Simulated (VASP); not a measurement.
VASP runs on SiO₂ (space group P3_121) share one base input (PBE GGA, plane waves, VASP's PBE PAW potentials (set 64)) and change the settings named in each case.

**KPOINTS**
```
Automatic mesh
0
Gamma
5 5 4
0 0 0
```

### POSCAR
```
SiO2
1
    4.9002250000     0.0000000000     0.0000000000
   -2.4501130000     4.2437200000     0.0000000000
    0.0000000000     0.0000000000     5.4150060000
Si O
3 6
Direct
  0.5310900000   0.5310900000   0.0000000000
  0.4689100000   0.0000000000   0.3333330000
  0.0000000000   0.4689100000   0.6666670000
  0.2692200000   0.4133900000   0.7848900000
  0.5866100000   0.8558300000   0.1182230000
  0.1441700000   0.7307800000   0.4515570000
  0.4133900000   0.2692200000   0.2151100000
  0.8558300000   0.5866100000   0.8817770000
  0.7307800000   0.1441700000   0.5484430000
```

### INCAR
```
! general
SYSTEM=SiO2
PREC  =Accurate
ENCUT =400
LREAL =.False.   ! projection in real space or not
LASPH =.True.

! electronic loop
EDIFF =1E-6
NELM  =100
ALGO  =Normal

! smearing
ISMEAR=0
SIGMA =0.01   ! width (eV)

! functional
GGA   =PE

! ions
ISIF  =2

! output
LWAVE =.False.
LCHARG=.False.
```

POTCAR, in this order: Si O (PBE.64 set). Program: vasp_std.

```csv
change,E(σ→0) (eV/atom),pressure (GPa),largest force (eV/Å),−TS (eV)
base run,-7.9064,2.56,0.384,0.0000
"EDIFF = 1E-09, ENCUT = 560, KPOINTS 7×7×6 Γ-centred mesh",-7.8920,7.44,0.381,0.0000
"ENCUT = 240, GGA removed, KPOINTS 3×3×3 Γ-centred mesh, POTCAR Si O (LDA.64 set)",-8.9035,-97.41,0.523,0.0000
"ENCUT = 320, SIGMA = 0.136, KPOINTS 6×6×6 Γ-centred mesh",-7.9702,(withheld),(withheld),0.0000
"EDIFF = 1E-04, ENCUT = 200, ISMEAR = 1, SIGMA = 0.5, KPOINTS 8×8×8 Γ-centred mesh shifted by (0.5, 0.5, 0.5)",-7.9092,-162.87,1.083,0.0824
"ENCUT = 240, GGA removed, KPOINTS 1×1×1 Γ-centred mesh shifted by (0.5, 0.5, 0.5), POTCAR Si O (LDA.64 set)",-8.9997,-94.61,0.415,0.0000
```

Task: What belongs in the gaps?

Result: 
- ENCUT = 320, SIGMA = 0.136, KPOINTS 6×6×6 Γ-centred mesh, pressure (GPa): -20.34
- ENCUT = 320, SIGMA = 0.136, KPOINTS 6×6×6 Γ-centred mesh, largest force (eV/Å): 0.291

Energies of different potentials or functionals have different zeros.  At 400 eV the pressure can carry a Pulay error.

Left out are runs that ran out of time, are held back, or changed the cell or the kind of run, fixed moments of cells without a moment, rows past the twelfth, gaps on odd meshes, pressures of charged cells and columns that move by less than the noise.

The structure comes from a computed database's SiO2 entry; how it stands against other phases isn't given here. The cell was not relaxed at this level, forces remain on its atoms, its lattice was scaled by up to 2.5 %.
